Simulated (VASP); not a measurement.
Level of theory: MS2 meta-GGA, VASP's PBE PAW potentials (set 64) (plane waves; VASP).

The input files of a VASP run:

### INCAR
```
# general
SYSTEM   =  Zr
PREC     =  Accurate
ENCUT    =  520
LREAL    =  F
LASPH    =  T

# electronic loop
EDIFF    =  1E-7
NELM     =  100
ALGO     =  Normal
LMAXMIX  =  4
LMIXTAU  =  T

# smearing
ISMEAR   =  -5

# functional
METAGGA  =  MS2

# ions
ISIF     =  2

# output
LWAVE    =  F
LCHARG   =  F
LORBIT   =  11
NEDOS    =  601
```

File KPOINTS:
```
Automatic
0
gamma
  15 15 8
0 0 0
```

POSCAR:
```
Zr
1
    1.6133199112    -2.7943520010    -0.0000000000
    1.6133199112     2.7943520010     0.0000000000
    0.0000000000     0.0000000000     5.1437993266
Zr
2
Direct
  0.3333330000   0.6666670000   0.2500000000
  0.6666670000   0.3333330000   0.7500000000
```

**KPOINTS_OPT**
```
k-points along high-symmetry lines
6
Line-mode
Reciprocal
  0.000000   0.000000   0.000000 ! GAMMA
  0.000000   0.500000   0.000000 ! M

  0.000000   0.500000   0.000000 ! M
 -0.333333   0.666667   0.000000 ! K

 -0.333333   0.666667   0.000000 ! K
  0.000000   0.000000   0.000000 ! GAMMA

  0.000000   0.000000   0.000000 ! GAMMA
  0.000000   0.000000   0.500000 ! A

  0.000000   0.000000   0.500000 ! A
  0.000000   0.500000   0.500000 ! L

  0.000000   0.500000   0.500000 ! L
 -0.333333   0.666667   0.500000 ! H

 -0.333333   0.666667   0.500000 ! H
  0.000000   0.000000   0.500000 ! A

  0.000000   0.500000   0.500000 ! L
  0.000000   0.500000   0.000000 ! M

 -0.333333   0.666667   0.500000 ! H
 -0.333333   0.666667   0.000000 ! K
```

POTCAR, in this order: Zr_sv (PBE.64 set). Program: vasp_std.

Output of the run:

OUTCAR:
```
 ion  position               nearest neighbor table
   1  0.333  0.667  0.250-   2 3.18   2 3.18   2 3.18   2 3.18   2 3.18   2 3.18
   2  0.667  0.333  0.750-   1 3.18   1 3.18   1 3.18   1 3.18   1 3.18   1 3.18
  LATTYP: Found a hexagonal cell.
 ALAT       =     3.2266397756
 C/A-ratio  =     1.5941659697
 Subroutine PRICEL returns:
 Original cell was already a primitive cell.
 Subroutine GETGRP returns: Found 24 space group operations
The static configuration has the point symmetry D_3d.
 The point group associated with its full space group is D_6h.
The dynamic configuration has the point symmetry D_3d.
 Subroutine INISYM returns: Found 24 space group operations
 Subroutine IBZKPT returns following result:
 Found    135 irreducible k-points:

 Following reciprocal coordinates:
            Coordinates               Weight
  0.000000  0.000000  0.000000      1.000000
  0.066667  0.000000  0.000000      6.000000
  0.133333 -0.000000  0.000000      6.000000
  0.200000  0.000000  0.000000      6.000000
  0.266667 -0.000000  0.000000      6.000000
  0.333333  0.000000  0.000000      6.000000
  0.400000 -0.000000  0.000000      6.000000
  0.466667 -0.000000  0.000000      6.000000
  0.066667  0.066667  0.000000      6.000000
  0.133333  0.066667  0.000000     12.000000
  0.200000  0.066667  0.000000     12.000000
  0.266667  0.066667  0.000000     12.000000
  0.333333  0.066667  0.000000     12.000000
  0.400000  0.066667  0.000000     12.000000
  0.466667  0.066667  0.000000      6.000000
  0.133333  0.133333  0.000000      6.000000
  0.200000  0.133333  0.000000     12.000000
  0.266667  0.133333  0.000000     12.000000
  0.333333  0.133333  0.000000     12.000000
  0.400000  0.133333  0.000000     12.000000
  0.200000  0.200000  0.000000      6.000000
  0.266667  0.200000  0.000000     12.000000
  0.333333  0.200000  0.000000     12.000000
  0.400000  0.200000  0.000000      6.000000
  0.266667  0.266667  0.000000      6.000000
  0.333333  0.266667  0.000000     12.000000
  0.333333  0.333333  0.000000      2.000000
  0.000000  0.000000  0.125000      2.000000
  0.066667  0.000000  0.125000     12.000000
  0.133333 -0.000000  0.125000     12.000000
  0.200000  0.000000  0.125000     12.000000
  0.266667 -0.000000  0.125000     12.000000
  0.333333  0.000000  0.125000     12.000000
  0.400000 -0.000000  0.125000     12.000000
  0.466667 -0.000000  0.125000     12.000000
  0.066667  0.066667  0.125000     12.000000
  0.133333  0.066667  0.125000     24.000000
  0.200000  0.066667  0.125000     24.000000
  0.266667  0.066667  0.125000     24.000000
  0.333333  0.066667  0.125000     24.000000
   k-points           NKPTS =    135   k-points in BZ     NKDIM =    135   number of bands    NBANDS=     16
   number of dos      NEDOS =    601   number of ions     NIONS =      2
   total plane-waves  NPLWV =  23040
   dimension x,y,z NGX =    24 NGY =   24 NGZ =   40
   dimension x,y,z NGXF=    48 NGYF=   48 NGZF=   80
   ions per type =               2
   PREC   = accura    normal or accurate (medium, high low for compatibility)
   ISTART =      0    job   : 0-new  1-cont  2-samecut
   ICHARG =      2    charge: 1-file 2-atom 10-const
   ISPIN  =      1    spin polarized calculation?
   LNONCOLLINEAR =      F non collinear calculations
   LSORBIT =      F    spin-orbit coupling
   INIWAV =      1    electr: 0-lowe 1-rand  2-diag
   ENCUT  =  520.0 eV  38.22 Ry    6.18 a.u.   6.00  6.00  9.56*2*pi/ulx,y,z
   NELM   =    100;   NELMIN=  2; NELMDL= -5     # of ELM steps
   EDIFF  = 0.1E-06   stopping-criterion for ELM
   LREAL  =      F    real-space projection
...
```

OSZICAR:
```
       N       E                     dE             d eps       ncg     rms          rms(c)
DAV:   1     0.185318236959E+03    0.18532E+03   -0.13030E+04  4320   0.142E+03
DAV:   2    -0.363360896917E+02   -0.22165E+03   -0.21982E+03  5784   0.405E+02
DAV:   3    -0.776822436877E+02   -0.41346E+02   -0.41126E+02  8480   0.879E+01
DAV:   4    -0.802318797334E+02   -0.25496E+01   -0.25485E+01  4528   0.316E+01
DAV:   5    -0.803776245260E+02   -0.14574E+00   -0.14572E+00  5592   0.586E+00    0.890E+01
DAV:   6    -0.252641405173E+02    0.55113E+02   -0.88519E+02  4960   0.130E+02    0.401E+01
DAV:   7    -0.246178548762E+02    0.64629E+00   -0.47433E+01  5448   0.615E+01    0.275E+01
DAV:   8    -0.281036099436E+02   -0.34858E+01   -0.79049E+00  4880   0.309E+01    0.206E+01
DAV:   9    -0.265365972557E+02    0.15670E+01   -0.16054E+00  6752   0.115E+01    0.122E+01
DAV:  10    -0.151506228200E+02    0.11386E+02   -0.11645E+01  4536   0.348E+01    0.911E+00
DAV:  11    -0.179187453067E+02   -0.27681E+01   -0.24959E+00  4432   0.189E+01    0.795E+00
DAV:  12    -0.170833794129E+02    0.83537E+00   -0.51306E+00  6816   0.129E+01    0.723E+00
DAV:  13    -0.170216536910E+02    0.61726E-01   -0.78850E-02  4672   0.245E+00    0.688E+00
DAV:  14    -0.170136750419E+02    0.79786E-02   -0.52188E-01  5464   0.815E+00    0.644E+00
DAV:  15    -0.170456633957E+02   -0.31988E-01   -0.25805E-01  4376   0.625E+00    0.499E+00
DAV:  16    -0.168770728748E+02    0.16859E+00   -0.23962E-01  5472   0.530E+00    0.327E+00
DAV:  17    -0.169199195045E+02   -0.42847E-01   -0.80249E-02  4528   0.284E+00    0.255E+00
DAV:  18    -0.169179193395E+02    0.20002E-02   -0.57693E-02  6016   0.224E+00    0.203E+00
DAV:  19    -0.169150841493E+02    0.28352E-02   -0.10804E-02  6936   0.826E-01    0.189E+00
DAV:  20    -0.169150486243E+02    0.35525E-04   -0.11130E-03  4784   0.367E-01    0.188E+00
DAV:  21    -0.169189830611E+02   -0.39344E-02   -0.78930E-03  4416   0.102E+00    0.109E+00
DAV:  22    -0.169210121649E+02   -0.20291E-02   -0.56910E-03  5816   0.726E-01    0.661E-01
DAV:  23    -0.169225426454E+02   -0.15305E-02   -0.25037E-03  5048   0.419E-01    0.631E-01
DAV:  24    -0.169236164478E+02   -0.10738E-02   -0.42344E-03  5464   0.668E-01    0.450E-01
DAV:  25    -0.169198479459E+02    0.37685E-02   -0.86563E-03  4368   0.887E-01    0.294E-01
DAV:  26    -0.169207196862E+02   -0.87174E-03   -0.48080E-03  4368   0.637E-01    0.146E-01
DAV:  27    -0.169206329509E+02    0.86735E-04   -0.11560E-03  4904   0.310E-01    0.780E-02
DAV:  28    -0.169206759402E+02   -0.42989E-04   -0.27018E-04  4664   0.179E-01    0.420E-02
DAV:  29    -0.169209993936E+02   -0.32345E-03   -0.34825E-04  6032   0.139E-01    0.146E-02
DAV:  30    -0.169210020434E+02   -0.26498E-05   -0.14655E-04  4480   0.108E-01    0.114E-02
DAV:  31    -0.169210595031E+02   -0.57460E-04   -0.22251E-05  6000   0.389E-02    0.104E-02
DAV:  32    -0.169210417490E+02    0.17754E-04   -0.12006E-05  4704   0.317E-02    0.448E-03
DAV:  33    -0.169210555576E+02   -0.13809E-04   -0.60255E-06  4680   0.236E-02    0.450E-03
DAV:  34    -0.169210234755E+02    0.32082E-04   -0.62481E-07  4784   0.951E-03    0.222E-03
DAV:  35    -0.169210471579E+02   -0.23682E-04   -0.11748E-06  3408   0.117E-02    0.117E-03
DAV:  36    -0.169210340992E+02    0.13059E-04   -0.12037E-06  3432   0.105E-02    0.179E-03
DAV:  37    -0.169210466297E+02   -0.12531E-04   -0.41700E-07  3560   0.674E-03    0.793E-04
DAV:  38    -0.169210445280E+02    0.21017E-05   -0.66385E-08  2568   0.269E-03    0.471E-04
DAV:  39    -0.169210435037E+02    0.10242E-05   -0.33839E-08  2408   0.182E-03    0.456E-04
DAV:  40    -0.169210463937E+02   -0.28900E-05   -0.88581E-08  2664   0.284E-03    0.529E-04
DAV:  41    -0.169210450113E+02    0.13824E-05   -0.82402E-09  2416   0.808E-04    0.556E-04
DAV:  42    -0.169210447556E+02    0.25573E-06   -0.10045E-08  2408   0.953E-04    0.420E-04
DAV:  43    -0.169210445053E+02    0.25026E-06   -0.10918E-08  2392   0.935E-04    0.310E-04
DAV:  44    -0.169210445623E+02   -0.56982E-07   -0.25171E-09  2416   0.438E-04
   1 F= -.16921045E+02 E0= -.16921045E+02  d E =0.000000E+00
       N       E                     dE             ncg
```

File OUTCAR:
```
------------------------ aborting loop because EDIFF is reached ----------------------------------------
  FORCE on cell =-STRESS in cart. coord.  units (eV):
  Direction    XX          YY          ZZ          XY          YZ          ZX
  --------------------------------------------------------------------------------------
  Total       -0.0378575     -0.0378575     -0.0334724      0.0000000      0.0000000      0.0000000
  in kB       -1.3078157     -1.3078157     -1.1563292      0.0000000      0.0000000      0.0000000
  external PRESSURE =      -1.2573202 kB  Pullay stress =       0.0000000 kB
  volume of cell :       46.38
      direct lattice vectors                 reciprocal lattice vectors
     1.613319911 -2.794352001  0.000000000     0.309919934 -0.178932361  0.000000000
     1.613319911  2.794352001  0.000000000     0.309919934  0.178932361  0.000000000
     0.000000000  0.000000000  5.143799327     0.000000000  0.000000000  0.194408828
 POSITION                                       TOTAL-FORCE (eV/Angst)
 -----------------------------------------------------------------------------------
      1.61332      0.93145      1.28595         0.000000     -0.000000      0.000000
      1.61332     -0.93145      3.85785         0.000000      0.000000      0.000000
 -----------------------------------------------------------------------------------
    total drift:                               -0.000000      0.001096     -0.000019
  FREE ENERGIE OF THE ION-ELECTRON SYSTEM (eV)
  ---------------------------------------------------
  free  energy   TOTEN  =       -16.9210445623 eV

  energy  without entropy=      -16.9210445623  energy(sigma->0) =      -16.92104456

 total charge

# of ion       s       p       d       tot
------------------------------------------
    1        2.208   5.964   1.577   9.749
    2        2.208   5.964   1.577   9.749
--------------------------------------------------
tot          4.417  11.927   3.153  19.497
```
(Selected blocks of OUTCAR.)

For a metal the tetrahedron method with Blöchl corrections gives inexact stress and forces.

The compound is Zr in the hcp structure. It was relaxed first.
